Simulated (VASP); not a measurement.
VASP runs on Ag (fcc) share one base input (PBE GGA, plane waves, VASP's PBE PAW potentials (set 64)) and change the settings named in each case.

INCAR:
```
SYSTEM = Ag
PREC = Accurate; ENCUT = 400; LREAL = .False.
LASPH = .True.
EDIFF = 1E-6; NELM = 100; ALGO = Normal
LMAXMIX = 4
ISMEAR = 1; SIGMA = 0.1
GGA = PE
ISIF = 2
LWAVE = .False.; LCHARG = .False.
```

POSCAR:
```
Ag
1
    0.0000000000     2.0859000000     2.0859000000
    2.0859000000     0.0000000000     2.0859000000
    2.0859000000     2.0859000000     0.0000000000
Ag
1
Direct
  0.0000000000   0.0000000000   0.0000000000
```

KPOINTS:
```
Regular mesh
0
Gamma
 14 14 14
```

POTCAR, in this order: Ag (PBE.64 set). Program: vasp_std.

```csv
change,E(σ→0) (eV/atom),pressure (GPa),−TS (eV)
base run,-2.7154,-1.87,-0.0007
IVDW = 13,-3.2511,-6.29,-0.0007
GGA = PS,-3.2666,-8.37,-0.0007
GGA = RE,-2.2945,0.87,-0.0006
"AGGAC = 0.0, GGA = BO, LUSE_VDW = .TRUE., PARAM1 = 0.1833333333, PARAM2 = 0.22",0.3575,-3.04,-0.0005
IVDW = 12,-3.2675,-6.87,-0.0007
GGA = AM,-2.9687,-7.96,-0.0007
```
 Energies of different potentials or functionals have different zeros.

Left out are runs that ran out of time, are held back, or changed the cell or the kind of run, fixed moments of cells without a moment, rows past the twelfth, gaps on odd meshes, pressures of charged cells and columns that move by less than the noise.

The compound is Ag in the fcc structure. The cell was not relaxed at this level.
